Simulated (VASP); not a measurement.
PtAl2 (fluorite) relaxed at rising pressure, in one space group throughout; other phases were not tried. The pressures are those reached. Method: PBE GGA, VASP's PBE PAW potentials (set 64) (plane waves; VASP 6.6.1).

```tsv
P (GPa)	V (Å³/atom)	k-mesh
-0.03	17.490	9×9×9
4.97	16.884	9×9×9
9.95	16.375	9×9×9
19.98	15.546	9×9×9
29.98	14.889	9×9×9
```

A change of mesh leaves a small step in the series.

Problem. Fit an equation of state and predict the volume at 44.88 GPa.

Solution. Least squares on the third-order Birch-Murnaghan form, P = (3B0/2)(y⁷ − y⁵)[1 + (3/4)(B′ − 4)(y² − 1)] with y = (V0/V)^(1/3), gives V0 = 17.485 Å³/atom, B0 = 132 GPa and B′ = 4.3, and so 14.114 Å³/atom. The run gave 14.112 Å³/atom, -0.0 % from the fit.

Pressures at which the relaxation failed are left out.

The compound is PtAl2 in the fluorite structure.
